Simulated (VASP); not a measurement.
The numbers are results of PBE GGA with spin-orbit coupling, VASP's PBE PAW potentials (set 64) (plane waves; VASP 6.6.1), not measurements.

A VASP calculation is set up with these files.

### POSCAR
```
Os
1.0
  4.2963610000   0.0000000000   0.0000000000
 -2.1481800000   3.7207580000   0.0000000000
  0.0000000000   0.0000000000   2.6131160000
Os
3
Cart
  0.0000000000   0.0000000000   0.0000000000
 -0.0000018148   2.4805065736   1.3065580000
  2.1481828148   1.2402514264   1.3065580000
```

### INCAR
```
SYSTEM  =  Os
PREC  =  Accurate; ENCUT  =  300; LREAL  =  .FALSE.
LASPH  =  .TRUE.
EDIFF  =  1E-6; NELM  =  100; ALGO  =  Normal
LMAXMIX  =  6
ISMEAR  =  -1; SIGMA  =  0.1
GGA  =  PE; GGA_COMPAT  =  .FALSE.
MAGMOM  =  9*0.0; LSORBIT  =  .TRUE.; LNONCOLLINEAR  =  .TRUE.
ISIF  =  2
LWAVE  =  .FALSE.; LCHARG  =  .FALSE.; LORBIT  =  11
```

KPOINTS:
```
K-points
0
Gamma
 7 7 10
0 0 0
```

POTCAR, in this order: Os (PBE.64 set). Program: vasp_ncl.

The resulting files:

File OSZICAR:
```
       N       E                     dE             d eps       ncg     rms          rms(c)
DAV:   1     0.984368976781E+02    0.98437E+02   -0.81779E+03  3296   0.909E+02
DAV:   2    -0.274932098051E+02   -0.12593E+03   -0.11578E+03  3584   0.364E+02
DAV:   3    -0.352379397181E+02   -0.77447E+01   -0.73818E+01  4176   0.709E+01
DAV:   4    -0.354165855262E+02   -0.17865E+00   -0.17693E+00  3752   0.112E+01
DAV:   5    -0.354216971858E+02   -0.51117E-02   -0.51083E-02  3992   0.144E+00    0.338E+01
DAV:   6    -0.340236060583E+02    0.13981E+01   -0.20872E+00  4144   0.113E+01    0.177E+01
DAV:   7    -0.339696686412E+02    0.53937E-01   -0.31327E+00  4456   0.183E+01    0.848E+00
DAV:   8    -0.335081809152E+02    0.46149E+00   -0.16726E+00  4384   0.137E+01    0.210E+00
DAV:   9    -0.335061084316E+02    0.20725E-02   -0.87282E-02  3560   0.304E+00    0.387E-01
DAV:  10    -0.335029661291E+02    0.31423E-02   -0.86046E-03  4096   0.712E-01    0.272E-01
DAV:  11    -0.335021702392E+02    0.79589E-03   -0.83872E-04  3592   0.357E-01    0.175E-01
DAV:  12    -0.335021479293E+02    0.22310E-04   -0.10508E-04  3504   0.112E-01    0.730E-02
DAV:  13    -0.335021604860E+02   -0.12557E-04   -0.11002E-05  3688   0.219E-02    0.121E-02
DAV:  14    -0.335021511369E+02    0.93491E-05   -0.15802E-06  2248   0.157E-02    0.597E-03
DAV:  15    -0.335021498541E+02    0.12828E-05   -0.27634E-07  1696   0.429E-03    0.831E-04
DAV:  16    -0.335021498276E+02    0.26509E-07   -0.47717E-08  1648   0.230E-03
   1 F= -.33502150E+02 E0= -.33462571E+02  d E =-.791584E-01  mag=    -0.0000    -0.0000     0.0000
```

File OUTCAR:
```
------------------------ aborting loop because EDIFF is reached ----------------------------------------
  FORCE on cell =-STRESS in cart. coord.  units (eV):
  Direction    XX          YY          ZZ          XY          YZ          ZX
  --------------------------------------------------------------------------------------
  Total        3.3835474      3.3835478      9.1747602      0.0000005     -0.0000000      0.0000000
  in kB      129.7752771    129.7752932    351.8960783      0.0000174     -0.0000000      0.0000000
  external PRESSURE =     203.8155495 kB  Pullay stress =       0.0000000 kB
  volume of cell :       41.77
      direct lattice vectors                 reciprocal lattice vectors
     4.296361000  0.000000000  0.000000000     0.232755115  0.134381189  0.000000000
    -2.148180000  3.720758000  0.000000000     0.000000000  0.268762440  0.000000000
     0.000000000  0.000000000  2.613116000     0.000000000  0.000000000  0.382684887
 POSITION                                       TOTAL-FORCE (eV/Angst)
 -----------------------------------------------------------------------------------
      0.00000      0.00000      0.00000         0.000000      0.000000     -0.000000
     -0.00000      2.48051      1.30656        -0.000000      0.000000     -0.000000
      2.14818      1.24025      1.30656         0.000000      0.000000      0.000000
 -----------------------------------------------------------------------------------
    total drift:                                0.000000     -0.000000     -0.000000
  FREE ENERGIE OF THE ION-ELECTRON SYSTEM (eV)
  ---------------------------------------------------
  free  energy   TOTEN  =       -33.5021498276 eV

  energy  without entropy=      -33.4229914708  energy(sigma->0) =      -33.46257065

 total charge

# of ion       s       p       d       tot
------------------------------------------
    1        0.633   0.757   6.058   7.448
    2        0.707   0.814   6.141   7.663
    3        0.707   0.814   6.141   7.663
--------------------------------------------------
tot          2.047   2.385  18.341  22.773

 magnetization (x)

# of ion       s       p       d       tot
------------------------------------------
    1        0.000   0.000   0.000   0.000
    2        0.000   0.000   0.000   0.000
    3        0.000   0.000   0.000   0.000
--------------------------------------------------
tot          0.000   0.000   0.000   0.000

 magnetization (y)

# of ion       s       p       d       tot
------------------------------------------
    1       -0.000   0.000   0.000   0.000
    2        0.000   0.000   0.000   0.000
    3        0.000  -0.000   0.000  -0.000
--------------------------------------------------
tot          0.000   0.000   0.000   0.000

 magnetization (z)

# of ion       s       p       d       tot
------------------------------------------
    1        0.000   0.000   0.000   0.000
    2        0.000   0.000   0.000   0.000
    3        0.000   0.000   0.000   0.000
--------------------------------------------------
tot          0.000   0.000   0.000   0.000

 Ion:    1  E_soc:     -0.6189810

 Ion:    2  E_soc:     -0.6819318

 Ion:    3  E_soc:     -0.6819318
```
(Selected blocks of OUTCAR.)

At this cut-off the stress carries a Pulay error, which pulls relaxed volumes low.

The structure was generated: Os was put into an ordered model structure, which need not be its known phase. The cell was not relaxed at this level. The run is one of a series of settings (GGA_COMPAT = .FALSE., LNONCOLLINEAR = .TRUE., LSORBIT = .TRUE., MAGMOM = 0.0 0.0 0.0 0.0 0.0 0.0 0.0 0.0 0.0, program vasp_ncl against the base run), some of them coarse on purpose.
